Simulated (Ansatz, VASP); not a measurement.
## Cross-check of Sn between VASP and Ansatz

One calculation is typed for both programs; each brings its own data sets. How far apart do they land? The cell is taken from a series of runs on this material, whose earlier steps may have relaxed, scaled, displaced or heated it; both programs get it as it stands.

Main program and level: Ansatz 0.2.0; plane waves, with VASP 6.6.1 beside it; zone-centre phonons at LDA.

## (1) The starting structure

The structure is tetragonal, space group I4_1/amd (No. 141). Conventional cell: a = 5.787 Å, b = 5.787 Å, c = 3.126 Å, α = 90.00°, β = 90.00°, γ = 90.00°. Nearest to Sn lie 6 Sn at 3.00 to 3.13 Å.

Structure file:

```cif
data_structure
_symmetry_space_group_name_H-M 'I4_1/amd:1'
_symmetry_Int_Tables_number 141
_cell_length_a 5.7868
_cell_length_b 5.7868
_cell_length_c 3.1256
_cell_angle_alpha 90.000
_cell_angle_beta 90.000
_cell_angle_gamma 90.000
_cell_volume 104.67
loop_
_atom_site_label
_atom_site_type_symbol
_atom_site_symmetry_multiplicity
_atom_site_Wyckoff_symbol
_atom_site_fract_x
_atom_site_fract_y
_atom_site_fract_z
_atom_site_occupancy
Sn1 Sn 4 a 0.00000 0.50000 0.25000 1
```

## (2) Ansatz: zone-centre phonons, LDA

Ansatz runs on its default PAW (the set named soft_2) files.

Second derivatives magnify differences that forces hide, and they need a tight electronic threshold.

Input file input.yaml:

```yaml
crystal:
  lattice:
    - [-2.8934200801, 2.8934200801, 1.5628027312]
    - [2.8934200801, -2.8934200801, 1.5628027312]
    - [2.8934200801, 2.8934200801, -1.5628027312]
  atoms:
    - { symbol: Sn, position: [0.75, 0.25, 0.5] }
    - { symbol: Sn, position: [0.0, 0.0, 0.0] }
kpoints:
  mp_grid: { grid: [20, 20, 20] }
hamiltonian:
  xc: lda
scf:
  occupations: { method: methfessel_paxton, width: 0.2 }
output:
  eigenvalues: true
phonons:
  method: dfpt
```

On the command line:

```sh
> ansatz run input.yaml --threads 8 --pin off --max-ram 14336MiB --backend cpu --events-out ev --progress --plain --runs-dir out
```

Numbers of over 12 decimals in the logs are rounded to 6 here.

Output:

```text
zone centre: on kpoints.mp_grid the ground state, and the responses unless they are solved on pairs of k-points, stand on 1166 of the mesh's 8000 k-points, reduced under 4 symmetry operations, with k and −k counted as one. Each operation leaves every solved displacement unchanged or reverses it
Engine: ansatz 0.2.0, x86_64-unknown-linux-gnu
Pseudopotentials: kind: paw
Pseudopotential: Sn, paw, valence charge 14, recommended cutoff 420 eV (normal), Sn.paw.azcp
Functional definition: SPW92
  exchange = slater_x
  correlation = pw_c
Crystal: 2 atoms, lattice volume = 52.334 Å³
Basis set: ecut = 420 eV, 1021 PW (Γ), exchange–correlation on 64×64×64 points (8 copies of the dense FFT grid, shifted against one another)
Bands: 18, of which v1, the nominal top of the filled ones, is band 14 counted from 1 (13 counted from 0)
Symmetry: 16 space group operations
k-points: 1166 of 8000 (irreducible under 4 space group operations, time reversal used)
Non-local potential: Sn, projectors of the file, l = 0: 2, l = 1: 2, l = 2: 2, l = 3: 2
PAW form: soft (Blöchl's): semilocal exchange-correlation on the pseudo side does not see the compensation charge
PAW frozen core: Sn, regenerated for the run's functional, and the local potential with it (the file was generated under x = pbe(κ = 0.804, μ = 0.219515), c = pbe(β = 0.066725))
PAW one-centre angular grid: Sn, 590 points (default); XC on 64 Gauss nodes
Initial density: superposition of atomic densities (neutral atoms: chi_scale 0, normalization atom), corrected by the library's trained network
Initial wavefunctions: pseudopotential atomic-orbital guess
Functional: x = slater, c = lda
SCF iter   1: F=—  HF=-11759.075995 eV  |F-HF|=—  |Δ(HF+E_count)|=         —  Δρ=6.77e-3  dr2=1.07e-2  ethr=1.77e-3  ⟨swp⟩=5.2  Hψ=100861  notcnv=0
preconditioner: auto → Kerker (q_TF=auto, 2.458 Å⁻¹)  [metal: Δε(μ)=0.003 eV  Ē_g=20.262 eV  σ=0.200 eV  W_gap=0.01  n_scr=16 (ndim 8)  ℏωp=27.2 eV  f_vac=0.000  D(μ)=0.86/eV (n_scr^D=4)]
SCF iter   2: F=—  HF=-11759.069934 eV  |F-HF|=—  |Δ(HF+E_count)|=   6.06e-3  S|Δr|=    0.00e0  Δρ=3.59e-3  dr2=3.12e-3  ethr=3.82e-5  ⟨swp⟩=1.5  Hψ=32339  notcnv=0
SCF iter   3: F=—  HF=-11759.068849 eV  |F-HF|=—  |Δ(HF+E_count)|=   1.09e-3  S|Δr|=    0.00e0  Δρ=4.85e-4  dr2=1.80e-4  ethr=1.11e-5  ⟨swp⟩=2.0  Hψ=32591  notcnv=0
SCF iter   4: F=—  HF=-11759.068804 eV  |F-HF|=—  |Δ(HF+E_count)|=   4.53e-5  S|Δr|=    0.00e0  Δρ=3.95e-4  dr2=4.03e-5  ethr=6.44e-7  ⟨swp⟩=2.0  Hψ=37296  notcnv=0
SCF iter   5: F=—  HF=-11759.068774 eV  |F-HF|=—  |Δ(HF+E_count)|=   3.00e-5  S|Δr|=    0.00e0  Δρ=7.46e-5  dr2=3.79e-6  ethr=1.44e-7  ⟨swp⟩=2.0  Hψ=37252  notcnv=0
SCF iter   6: F=—  HF=-11759.068772 eV  |F-HF|=—  |Δ(HF+E_count)|=   1.66e-6  S|Δr|=    0.00e0  Δρ=4.91e-5  dr2=1.22e-6  ethr=1.36e-8  ⟨swp⟩=1.0  Hψ=20931  notcnv=0
SCF iter   7: F=—  HF=-11759.068771 eV  |F-HF|=—  |Δ(HF+E_count)|=   6.84e-7  S|Δr|=    0.00e0  Δρ=7.25e-6  dr2=2.11e-8  ethr=4.34e-9  ⟨swp⟩=2.0  Hψ=37284  notcnv=0
SCF iter   8: F=—  HF=-11759.068771 eV  |F-HF|=—  |Δ(HF+E_count)|=   1.20e-8  S|Δr|=    0.00e0  Δρ=3.66e-7  dr2=1.02e-10  ethr=7.55e-11  ⟨swp⟩=2.0  Hψ=37379  notcnv=0
SCF iter   9: F=-11759.068771 eV  HF=-11759.068771 eV  |F-HF|=3.64e-12  |Δ(HF+E_count)|=  1.46e-11  S|Δr|=    0.00e0  Δρ=5.38e-8  dr2=1.95e-12  ethr=1.00e-12  ⟨swp⟩=6.4  Hψ=88447  notcnv=0
SCF 1 converged in 9 iterations: F = -11759.068771 eV  dr2 = 1.95e-12
  greatest PAW one-centre occupation: 0.992 electrons in one spin orbital (limit 2), on the Sn atom at site 1 (counted from 0), in its partial waves of l = 2
DFPT response loops at Γ: preconditioner auto → Kerker (q_TF=auto, 2.458 Å⁻¹) (partly filled bands, converged f_vac=0.000); β = 1.00, the filter's whole step (`scf.mixing.beta` (0.50) is not read by the response loops under this deck's `scf.mixing.preconditioner`; to damp them name `kerker` or `kerker_dos`, under which they read `scf.mixing.beta`, and type it under 1.00, their step now; both keys bind the ground state too); Broyden in place of MSR1
SCF converged after 9 iterations
Stability not checked: this state was not tested for a lower state beside it, because cold or Methfessel-Paxton smearing, or corrected tetrahedra, fill the levels in a way that the test cannot read (fill_not_monotonic; see scf.lower_state_search)
Free energy (F): -11759.068771 eV
Harris-Foulkes:  -11759.068771 eV  (|F-HF|=3.64e-12)
Internal energy: -11759.069413 eV  (E = F + TS)
E sigma→0 (E₀):  -11759.068932 eV
Entropy (-TS):   0.000641 eV (0.321 meV/atom)
Fermi energy:    10.930709 eV
Step filling:    the computed levels leave a gap of 0.0113 eV = 0.1 smearing widths at the electron count; against every level under it full and every level over it empty, smearing changes F+E_penalty+E_count by +0.339 meV and its σ→0 estimate by +0.179 meV
--- Per-component energies (eV) ---
  E_band       = -157.362915
  E_kinetic    = 376.998984
  E_local      = -1660.526559  (includes V_loc(G=0)·N_el)
  E_nonlocal   = -56.013659
  E_hartree    = 1045.091870
  E_xc         = -758.998656
  E_vxc        = -198.414626  (∫ρ·V_xc dr)
  E_paw        = -7989.295842  (= ΣΔE_a)
  E_vpaw       = -709.590794  (= ΣTr[D̂ρ^β])
  E_aug_tail   = -0.000001  (compensation charges beyond the density's cutoff)
  E_ewald      = -2717.175347
  E_core_change = 0.849796  (= ΣΔE_core)
  E_smearing   = 0.000641  (= −TS)
  E_closure    = 0.000000  (closes the sum)
  Σ components = -11759.068771   (vs F -11759.068771, Δ=0.00e0)
--- Band table (eV; the first three rows and the last of 1166) ---
  k-point 0: bands = [... 10 lower, -0.4917, 7.1979, 8.8511, 8.8511, 13.9531, 17.2178, 17.2178, 18.0976]
  k-point 1: bands = [... 10 lower, -0.4686, 6.9601, 8.8788, 9.0443, 14.0603, 16.9757, 17.0787, 18.1439]
  k-point 2: bands = [... 10 lower, -0.3995, 6.4381, 8.9620, 9.4361, 14.3779, 16.4459, 16.7117, 18.0528]
  k-point 1165: bands = [... 10 lower, 3.1911, 3.1911, 5.9620, 5.9620, 16.2577, 16.2577, 20.4500, 20.4500]
--- Phonons (Γ-DFPT): 2 representative perturbations + reference, on 1166 of 8000 k-points (Σ response iterations 4) ---
  k mesh reduced under 4 symmetry operations, with k and −k counted as one. Each operation leaves every solved displacement unchanged or reverses it
  ASR residual: 3.781e-5 → 0.000e0 eV/Å²; symmetrization residual: 2.302e-12 eV/Å²
  ASR residual per site (eV/Å²): 3.78e-5 3.78e-5
  Γ frequencies (cm⁻¹): 0.00 0.00 0.00 45.54 135.82 135.82
  non-analytic LO–TO correction: not included (Born effective charges unavailable; polar crystals: no LO–TO splitting at Γ)
```

## (3) VASP: zone-centre phonons, LDA

The same cell, functional (in two slightly different forms), mesh and smearing now go to VASP, with its own data sets.

Lines of VASP's logs that name or quote its potential files are left out, and so is its time.

Input file INCAR:

```
SYSTEM = Sn
PREC = Accurate
ENCUT = 500
EDIFF = 1E-08
NELM = 120
ISMEAR = 1
SIGMA = 0.2
LREAL = .FALSE.
ALGO = Normal
GGA = PW92
NBANDS = 20
LORBIT = 11
LWAVE = .FALSE.
LCHARG = .FALSE.
ISIF = 2
IBRION = 8
LASPH = .TRUE.
GGA_COMPAT = .FALSE.
KPAR = 2
```

Input file POSCAR:

```
Sn
1.0
   -2.8934200801      2.8934200801      1.5628027312
    2.8934200801     -2.8934200801      1.5628027312
    2.8934200801      2.8934200801     -1.5628027312
Sn
2
Direct
    0.7500000000      0.2500000000      0.5000000000
    0.0000000000      0.0000000000      0.0000000000
```

Input file KPOINTS:

```
Automatic mesh
0
Gamma
20 20 20
0 0 0
```

Potentials, in the order of the species: Sn_d (LDA family, release 64).

On the command line:

```sh
> mpirun -np 2 vasp_std
```

Output:

```text
[banner, memory and clock lines left out]
running    2 mpi-ranks, on    1 nodes
 distrk:  each k-point on    1 cores,    2 groups
 distr:  one band on    1 cores,    1 groups

 POSCAR found type information on POSCAR Sn
 POSCAR found :  1 types and       2 ions
|                                                                             |
|               ----> ADVICE to this user running VASP <----                  |
|                                                                             |
|     You enforced a specific xc type in the INCAR file but a different       |
|     [... a line on the potential file left out ...]
|     I HOPE YOU KNOW WHAT YOU ARE DOING!                                     |
|                                                                             |

 LDA part: xc-table for (Slater(with rela. corr.)+PW92), standard interpolation
 POSCAR, INCAR and KPOINTS ok, starting setup
 FFT: planning ... GRIDC
 FFT: planning ... GRID_SOFT
 FFT: planning ... GRID
 WAVECAR not read
 entering main loop
       N       E                     dE             d eps       ncg     rms          rms(c)
DAV:   1     0.214833763620E+03    0.21483E+03   -0.14279E+04 25892   0.216E+03
DAV:   2     0.125929916514E+02   -0.20224E+03   -0.19872E+03 25776   0.450E+02
DAV:   3    -0.832947236512E+01   -0.20922E+02   -0.20741E+02 29184   0.137E+02
DAV:   4    -0.898419546279E+01   -0.65472E+00   -0.65363E+00 29152   0.269E+01
DAV:   5    -0.901105189110E+01   -0.26856E-01   -0.26855E-01 35400   0.511E+00    0.260E+00
DAV:   6    -0.898088276397E+01    0.30169E-01   -0.36658E-02 34952   0.273E+00    0.141E+00
DAV:   7    -0.896888601225E+01    0.11997E-01   -0.18735E-02 34984   0.194E+00    0.159E-01
DAV:   8    -0.896834551105E+01    0.54050E-03   -0.19293E-03 32756   0.645E-01    0.346E-02
DAV:   9    -0.896835044721E+01   -0.49362E-05   -0.50422E-05 34760   0.638E-02    0.166E-02
DAV:  10    -0.896835078445E+01   -0.33724E-06   -0.50959E-06 34044   0.279E-02    0.110E-03
DAV:  11    -0.896835078103E+01    0.34192E-08   -0.47023E-07 29912   0.897E-03    0.131E-03
DAV:  12    -0.896835077899E+01    0.20368E-08   -0.23082E-08 23896   0.157E-03
   1 F= -.89683508E+01 E0= -.89685592E+01  d E =0.625164E-03
 Linear response reoptimize wavefunctions to high precision
DAV:   1    -0.896835077926E+01   -0.27376E-09   -0.51120E-09 22932   0.771E-04
DAV:   2    -0.896835077932E+01   -0.52751E-10   -0.47180E-10 16892   0.239E-04
 Linear response DOF=           2
 Linear response progress:
  Degree of freedom:   1/  2
       N       E                     dE             d eps       ncg     rms          rms(c)
RMM:   1    -0.219262791632E+00   -0.21926E+00    0.54177E-01107074   0.983E+00
RMM:   2    -0.226192464360E+00   -0.69297E-02   -0.18819E-02148291   0.116E+00    0.531E-02
RMM:   3    -0.226420590556E+00   -0.22813E-03   -0.16033E-03151947   0.331E-01    0.227E-02
RMM:   4    -0.226397970169E+00    0.22620E-04   -0.10135E-04157371   0.908E-02    0.116E-02
RMM:   5    -0.226402163245E+00   -0.41931E-05   -0.13387E-05156936   0.309E-02    0.316E-03
RMM:   6    -0.226403103115E+00   -0.93987E-06   -0.28186E-06156317   0.936E-03    0.141E-03
RMM:   7    -0.226402374982E+00    0.72813E-06   -0.76186E-07157569   0.367E-03    0.453E-04
RMM:   8    -0.226399851626E+00    0.25234E-05    0.17282E-07159443   0.141E-03    0.950E-05
RMM:   9    -0.226399304983E+00    0.54664E-06    0.63682E-07164811   0.656E-04    0.251E-05
RMM:  10    -0.226398893647E+00    0.41134E-06    0.58901E-07159739   0.359E-04    0.799E-06
RMM:  11    -0.226398815559E+00    0.78088E-07    0.43642E-07170119   0.223E-04    0.509E-06
RMM:  12    -0.226398693313E+00    0.12225E-06    0.28756E-07159043   0.162E-04    0.420E-06
RMM:  13    -0.226398732050E+00   -0.38737E-07    0.17260E-07170448   0.129E-04    0.375E-06
RMM:  14    -0.226398685046E+00    0.47005E-07    0.99901E-08163907   0.113E-04    0.197E-06
RMM:  15    -0.226398629732E+00    0.55314E-07    0.54973E-08169647   0.105E-04    0.829E-07
RMM:  16    -0.226398658176E+00   -0.28444E-07    0.31948E-08160890   0.989E-05    0.142E-06
RMM:  17    -0.226398652565E+00    0.56112E-08    0.16288E-08146402   0.953E-05    0.133E-06
 first order change of Fermi-energy   0.50785E-05
 force on displaced ion       1 direction 1 :  -4.049   0.000  -0.000
 Linear response progress:
  Degree of freedom:   2/  2
       N       E                     dE             d eps       ncg     rms          rms(c)
RMM:   1    -0.206394711592E+00   -0.20639E+00    0.55619E-01 58797   0.996E+00
RMM:   2    -0.212025101930E+00   -0.56304E-02   -0.17341E-02 81479   0.110E+00    0.415E-02
RMM:   3    -0.212123514791E+00   -0.98413E-04   -0.13937E-03 83759   0.306E-01    0.181E-02
RMM:   4    -0.212034164769E+00    0.89350E-04   -0.90280E-05 85510   0.829E-02    0.101E-02
RMM:   5    -0.212000661287E+00    0.33503E-04   -0.97025E-06 85490   0.272E-02    0.313E-03
RMM:   6    -0.211999065168E+00    0.15961E-05   -0.93440E-07 85080   0.837E-03    0.816E-04
RMM:   7    -0.212002620393E+00   -0.35552E-05   -0.17688E-07 85823   0.310E-03    0.220E-04
RMM:   8    -0.212001234440E+00    0.13860E-05   -0.55168E-08 87479   0.118E-03    0.131E-04
RMM:   9    -0.212000449942E+00    0.78450E-06   -0.47246E-10 87711   0.525E-04    0.138E-05
RMM:  10    -0.212000662547E+00   -0.21260E-06    0.39883E-09 91963   0.276E-04    0.217E-05
RMM:  11    -0.212000632332E+00    0.30215E-07    0.25303E-08 90456   0.178E-04    0.133E-05
RMM:  12    -0.212000588349E+00    0.43983E-07    0.26329E-08 91264   0.136E-04    0.145E-06
RMM:  13    -0.212000589004E+00   -0.65528E-09    0.95926E-09 94259   0.115E-04    0.155E-06
 first order change of Fermi-energy  -0.92641E-04
 force on displaced ion       1 direction 3 :  -0.000  -0.000  -0.459
 Linear response finished
```

OUTCAR, selected parts (step 3):

```text
ion  position               nearest neighbor table
   1  0.750  0.250  0.500-   2 3.00   2 3.00   2 3.00   2 3.00   2 3.72   2 3.72   2 3.72   2 3.72

  LATTYP: Found a body centered tetragonal cell.
 ALAT       =     5.7868401602
 C/A-ratio  =     0.5401229991

 Subroutine GETGRP returns: Found 16 space group operations
 (whereof  8 operations were pure point group operations)

The static configuration has the point symmetry D_2d.
 The point group associated with its full space group is D_4h.

 Found    641 irreducible k-points:

   k-points           NKPTS =    641   k-points in BZ     NKDIM =    641   number of bands    NBANDS=     20

   dimension x,y,z NGX =    32 NGY =   32 NGZ =   32
   dimension x,y,z NGXF=    64 NGYF=   64 NGZF=   64

   ENCUT  =  500.0 eV  36.75 Ry    6.06 a.u.   7.99  7.99  7.99*2*pi/ulx,y,z

   NELECT =      28.0000    total number of electrons

 k-points in reciprocal lattice and weights: Automatic mesh
   0.00000000  0.00000000  0.00000000       0.000
   0.05000000  0.00000000 -0.00000000       0.001
   0.10000000  0.00000000 -0.00000000       0.001
   0.15000000  0.00000000  0.00000000       0.001
   0.20000000  0.00000000 -0.00000000       0.001
   0.25000000  0.00000000  0.00000000       0.001
   0.30000000  0.00000000  0.00000000       0.001
   0.35000000  0.00000000 -0.00000000       0.001
   0.40000000  0.00000000 -0.00000000       0.001
[...]
-0.45000000 -0.45000000  0.45000000       0.000
   0.50000000  0.50000000  0.50000000       0.000

 average (electrostatic) potential at core
       1 -98.5357       2 -98.5357

  Total        0.0024890      0.0024890      0.0108876      0.0000000      0.0000000      0.0000000
  in kB        0.0761996      0.0761996      0.3333153      0.0000000      0.0000000      0.0000000
  external PRESSURE =       0.1619048 kB  Pullay stress =       0.0000000 kB

  energy-cutoff  :      500.00
  volume of cell :       52.33
      direct lattice vectors                 reciprocal lattice vectors
    -2.893420080  2.893420080  1.562802731     0.000000000  0.172805879  0.319938013
     2.893420080 -2.893420080  1.562802731     0.172805879  0.000000000  0.319938013
     2.893420080  2.893420080 -1.562802731     0.172805879  0.172805879  0.000000000

 POSITION                                       TOTAL-FORCE (eV/Angst)
 -----------------------------------------------------------------------------------
      0.00000      2.89342      0.78140        -0.000000     -0.000000      0.000000
      0.00000      0.00000      0.00000         0.000000      0.000000     -0.000000
 -----------------------------------------------------------------------------------
    total drift:                                0.000000     -0.000000      0.000000

 Eigenvectors and eigenvalues of the dynamical matrix
 ----------------------------------------------------

   1 f  =    4.083354 THz    25.656468 2PiTHz  136.206017 cm-1    16.887386 meV
             X         Y         Z           dx          dy          dz
      0.000000  2.893420  0.781401     0.658526   -0.257573   -0.000000
      0.000000  0.000000  0.000000    -0.658526    0.257573    0.000000

   2 f  =    4.083354 THz    25.656468 2PiTHz  136.206017 cm-1    16.887386 meV
             X         Y         Z           dx          dy          dz
      0.000000  2.893420  0.781401    -0.257573   -0.658526   -0.000000
      0.000000  0.000000  0.000000     0.257573    0.658526    0.000000

   3 f  =    1.374479 THz     8.636105 2PiTHz   45.847679 cm-1     5.684385 meV
             X         Y         Z           dx          dy          dz
      0.000000  2.893420  0.781401     0.000000    0.000000    0.707107
      0.000000  0.000000  0.000000     0.000000    0.000000   -0.707107

   4 f  =    0.000000 THz     0.000000 2PiTHz    0.000001 cm-1     0.000000 meV
             X         Y         Z           dx          dy          dz
      0.000000  2.893420  0.781401    -0.669183   -0.228461    0.000000
      0.000000  0.000000  0.000000    -0.669183   -0.228461    0.000000

   5 f  =    0.000000 THz     0.000000 2PiTHz    0.000000 cm-1     0.000000 meV
             X         Y         Z           dx          dy          dz
      0.000000  2.893420  0.781401     0.000000    0.000000   -0.707107
      0.000000  0.000000  0.000000     0.000000    0.000000   -0.707107

   6 f/i=    0.000000 THz     0.000000 2PiTHz    0.000002 cm-1     0.000000 meV
             X         Y         Z           dx          dy          dz
      0.000000  2.893420  0.781401    -0.228461    0.669183   -0.000000
      0.000000  0.000000  0.000000    -0.228461    0.669183    0.000000

 ELASTIC MODULI CONTR FROM IONIC RELAXATION (kBar)
 Direction    XX          YY          ZZ          XY          YZ          ZX
 --------------------------------------------------------------------------------
 XX        -481.3066    481.3066      0.0000      0.0000      0.0000      0.0000
 YY         481.3066   -481.3066      0.0000      0.0000     -0.0000     -0.0000
 ZZ           0.0000      0.0000      0.0000      0.0000      0.0000      0.0000
 XY           0.0000      0.0000      0.0000      0.0000      0.0000      0.0000
 YZ           0.0000     -0.0000      0.0000      0.0000    -23.3408      0.0000
 ZX           0.0000     -0.0000      0.0000      0.0000      0.0000    -29.2376
 --------------------------------------------------------------------------------
```

## (4) Comparison

Known differences besides the potentials themselves: the cutoff is 420 eV in Ansatz and 500 eV in VASP; VASP's log shows a relativistic correction to its local exchange, Ansatz's none. Total energies have different zeros and are not compared.

Compared:

```
                  quantity  Ansatz   VASP  difference
     optical mode 1 (cm⁻¹)    45.5   45.8        -0.3
optical mode 2 to 3 (cm⁻¹)   135.8  136.2     -0.28 %
```

Modes are paired by rising frequency, not by their patterns, so a pair may set unlike modes beside each other; they are those without the splitting of longitudinal modes.

## (5) Results

| Item | Value |
| --- | --- |
| r.m.s. difference of the optical zone-centre modes, each program's sorted by frequency (zone-centre phonons, LDA) | 0.36 cm⁻¹ |

What this shows: The r.m.s. difference of the optical zone-centre modes, each program's sorted by frequency is 0.36 cm⁻¹ (zone-centre phonons, LDA). How closely two codes agree says nothing of how well the functional describes the real material.

[Lines on the potential files, build, host, timing and source positions are cut from VASP's logs without a mark.]

[Logs are printed without paths, hosts, clocks, repeated set-up lines and the standing remarks that a program may print on its own settings, such as how far it seeks lower states.]

[Hosts, paths, dates, database ids (printed as entryN), source tags and the programs' standing remarks are cut or masked in the printed files.]
